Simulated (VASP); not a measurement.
Calculation: PBEsol GGA, VASP's PBE PAW potentials (set 64) (plane waves; VASP).

VASP ran on this input.

**POSCAR**
```
KBr
1
   -0.0000000000     3.2781482420     3.2781482420
    3.2781482420     0.0000000000     3.2781482420
    3.2781482420     3.2781482420     0.0000000000
K Br
1 1
Direct
  0.0000000000   0.0000000000   0.0000000000
  0.5000000000   0.5000000000   0.5000000000
```

**KPOINTS**
```
Regular mesh
0
G
8 8 8
0 0 0
```

### INCAR
```
! general
SYSTEM =KBr
PREC   =Accurate
ENCUT  =400
LREAL  =.False.
LASPH  =.True.

! electronic loop
EDIFF  =1E-7
NELM   =100
ALGO   =Normal   ! blocked Davidson
LMAXMIX=4   ! l cut-off of mixed one-centre charges

! smearing
ISMEAR =-5   ! tetrahedra, Bloechl

! functional
GGA    =PS   ! PBEsol

! ions
ISIF   =2   ! forces and stress, cell fixed

! output
LWAVE  =.False.
LCHARG =.True.
LORBIT =11
NEDOS  =601   ! DOS grid
```

POTCAR, in this order: K_sv Br (PBE.64 set). Program: vasp_std.

The run wrote:

### OUTCAR
```
 ion  position               nearest neighbor table
   1  0.000  0.000  0.000-   2 3.28   2 3.28   2 3.28   2 3.28   2 3.28   2 3.28
   2  0.500  0.500  0.500-   1 3.28   1 3.28   1 3.28   1 3.28   1 3.28   1 3.28
  LATTYP: Found a face centered cubic cell.
 ALAT       =     6.5562964840
 Subroutine PRICEL returns:
 Original cell was already a primitive cell.
 Subroutine GETGRP returns: Found 48 space group operations
The static configuration has the point symmetry O_h .
The dynamic configuration has the point symmetry O_h .
 Subroutine INISYM returns: Found 48 space group operations
 Subroutine IBZKPT returns following result:
 Found     29 irreducible k-points:

 Following reciprocal coordinates:
            Coordinates               Weight
  0.000000  0.000000  0.000000      1.000000
  0.125000  0.000000  0.000000      8.000000
  0.250000  0.000000  0.000000      8.000000
  0.375000  0.000000  0.000000      8.000000
  0.500000  0.000000  0.000000      4.000000
  0.125000  0.125000  0.000000      6.000000
  0.250000  0.125000  0.000000     24.000000
  0.375000  0.125000  0.000000     24.000000
  0.500000  0.125000  0.000000     24.000000
...
```

**OSZICAR**
```
       N       E                     dE             d eps       ncg     rms          rms(c)
DAV:   1     0.858374001703E+02    0.85837E+02   -0.61074E+03   696   0.958E+02
DAV:   2    -0.157405547998E+01   -0.87411E+02   -0.83281E+02   892   0.239E+02
DAV:   3    -0.645146505426E+01   -0.48774E+01   -0.48602E+01   896   0.530E+01
DAV:   4    -0.662092040682E+01   -0.16946E+00   -0.16927E+00  1220   0.889E+00
DAV:   5    -0.662160994720E+01   -0.68954E-03   -0.68952E-03   896   0.635E-01    0.318E+00
DAV:   6    -0.646421073805E+01    0.15740E+00   -0.25628E-01   840   0.278E+00    0.236E+00
DAV:   7    -0.645159876823E+01    0.12612E-01   -0.11458E-01   884   0.202E+00    0.113E+00
DAV:   8    -0.645873203383E+01   -0.71333E-02   -0.12955E-02   920   0.961E-01    0.145E-01
DAV:   9    -0.645905673295E+01   -0.32470E-03   -0.48200E-04   928   0.141E-01    0.819E-02
DAV:  10    -0.645947535437E+01   -0.41862E-03   -0.50675E-04   800   0.155E-01    0.256E-02
DAV:  11    -0.645947683097E+01   -0.14766E-05   -0.10562E-05  1020   0.196E-02    0.943E-03
DAV:  12    -0.645947963946E+01   -0.28085E-05   -0.21068E-06   824   0.123E-02    0.136E-03
DAV:  13    -0.645948023546E+01   -0.59600E-06   -0.63564E-07   864   0.533E-03    0.146E-03
DAV:  14    -0.645948033454E+01   -0.99079E-07   -0.67623E-08   676   0.203E-03
   1 F= -.64594803E+01 E0= -.64594803E+01  d E =0.000000E+00
```

### OUTCAR
```
------------------------ aborting loop because EDIFF is reached ----------------------------------------
  FORCE on cell =-STRESS in cart. coord.  units (eV):
  Direction    XX          YY          ZZ          XY          YZ          ZX
  --------------------------------------------------------------------------------------
  Total       -0.0042951     -0.0042951     -0.0042951     -0.0000000      0.0000000     -0.0000000
  in kB       -0.0976722     -0.0976722     -0.0976722     -0.0000000      0.0000000     -0.0000000
  external PRESSURE =      -0.0976722 kB  Pullay stress =       0.0000000 kB
  volume of cell :       70.46
      direct lattice vectors                 reciprocal lattice vectors
     0.000000000  3.278148242  3.278148242    -0.152525134  0.152525134  0.152525134
     3.278148242  0.000000000  3.278148242     0.152525134 -0.152525134  0.152525134
     3.278148242  3.278148242  0.000000000     0.152525134  0.152525134 -0.152525134
  FREE ENERGIE OF THE ION-ELECTRON SYSTEM (eV)
  ---------------------------------------------------
  free  energy   TOTEN  =        -6.4594803345 eV

  energy  without entropy=       -6.4594803345  energy(sigma->0) =       -6.45948033

 total charge

# of ion       s       p       d       tot
------------------------------------------
    1        1.957   5.566   0.026   7.549
    2        1.592   3.285   0.001   4.878
--------------------------------------------------
tot          3.548   8.851   0.027  12.427
```
(Selected blocks of OUTCAR.)

### OUTCAR
```
 val. band max:       -1.7471181282   @ k =   0.0000   0.0000   0.0000

 cond. band min:       2.5803390617   @ k =   0.0000   0.0000   0.0000


 Fermi energy:        -1.7377101619

 k-point     1 :       0.0000    0.0000    0.0000
  band No.  band energies     occupation
      1     -29.3176      2.00000
      2     -14.0791      2.00000
      3     -12.8616      2.00000
      4     -12.8616      2.00000
      5     -12.8616      2.00000
      6      -1.7471      2.00000
      7      -1.7471      2.00000
      8      -1.7471      2.00000
      9       2.5803      0.00000
     10       5.7817      0.00000
     11       5.7817      0.00000
     12       5.7817      0.00000

 k-point     2 :       0.1250    0.0000    0.0000
  band No.  band energies     occupation
      1     -29.3167      2.00000
      2     -14.1072      2.00000
      3     -12.8625      2.00000
      4     -12.8625      2.00000
      5     -12.8226      2.00000
      6      -1.9872      2.00000
      7      -1.8036      2.00000
      8      -1.8036      2.00000
      9       2.9871      0.00000
     10       5.6694      0.00000
     11       5.9723      0.00000
     12       5.9723      0.00000

 k-point     3 :       0.2500    0.0000    0.0000
  band No.  band energies     occupation
      1     -29.3144      2.00000
      2     -14.1691      2.00000
      3     -12.8646      2.00000
      4     -12.8646      2.00000
      5     -12.7340      2.00000
      6      -2.4631      2.00000
      7      -1.9337      2.00000
      8      -1.9337      2.00000
      9       3.8611      0.00000
     10       5.6547      0.00000
     11       6.5046      0.00000
     12       6.5046      0.00000

 k-point     4 :       0.3750    0.0000    0.0000
  band No.  band energies     occupation
      1     -29.3120      2.00000
      2     -14.2245      2.00000
      3     -12.8667      2.00000
      4     -12.8667      2.00000
      5     -12.6514      2.00000
      6      -2.8523      2.00000
...
```

The compound is KBr in the rock salt structure. It was relaxed first.
